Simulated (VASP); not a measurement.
Data:

```
PtSb2
1.0
    6.50067     0.00000     0.00000
    0.00000     6.50067     0.00000
    0.00000     0.00000     6.50067
Sb Pt
8 4
Direct
  0.62486   0.87514   0.12486
  0.12486   0.62486   0.87514
  0.62486   0.62486   0.62486
  0.37514   0.37514   0.37514
  0.87514   0.12486   0.62486
  0.87514   0.37514   0.12486
  0.12486   0.87514   0.37514
  0.37514   0.12486   0.87514
  0.00000   0.50000   0.50000
  0.50000   0.00000   0.50000
  0.00000   0.00000   0.00000
  0.50000   0.50000   0.00000
```

Computed with r2SCAN meta-GGA, VASP's PBE PAW potentials (set 64) (plane waves; VASP 6.6.1). Settings: 400 eV cut-off, 6×6×6 Γ-centred mesh, tetrahedra with Blöchl corrections, potentials Sb Pt.

Task: Give the energies of bands 33 to 46 at the high-symmetry points, in eV from the Fermi level.

Result: 
```
band      Γ      X      M      R     X1
----  -----  -----  -----  -----  -----
33    -3.36  -2.23  -1.90  -1.31  -2.23
34    -2.48  -2.23  -1.90  -1.31  -2.23
35    -2.48  -1.92  -1.90  -1.31  -1.92
36    -2.48  -1.92  -1.90  -1.31  -1.92
37    -1.95  -1.52  -0.80  -0.71  -1.52
38    -0.55  -1.52  -0.80  -0.71  -1.52
39    -0.55  -0.75  -0.80  -0.71  -0.75
40    -0.55  -0.75  -0.80  -0.71  -0.75
41     0.01   0.85   1.83  -0.02   0.85
42     0.01   0.85   1.83  -0.02   0.85
43     0.01   1.61   1.83  -0.02   1.61
44     1.11   1.61   1.83  -0.02   1.61
45     3.40   2.37   1.95   2.71   2.37
46     3.40   2.37   1.95   2.71   2.37
```

It has no gap at this level: it comes out as a metal or semimetal.

Measured: gap 0.11 eV (computed value off by -0.11 eV), as given by Y. Saeed et al., Journal of Applied Physics (2013), arXiv:1402.4256.

The compound is PtSb2 in the pyrite structure. It was relaxed first.
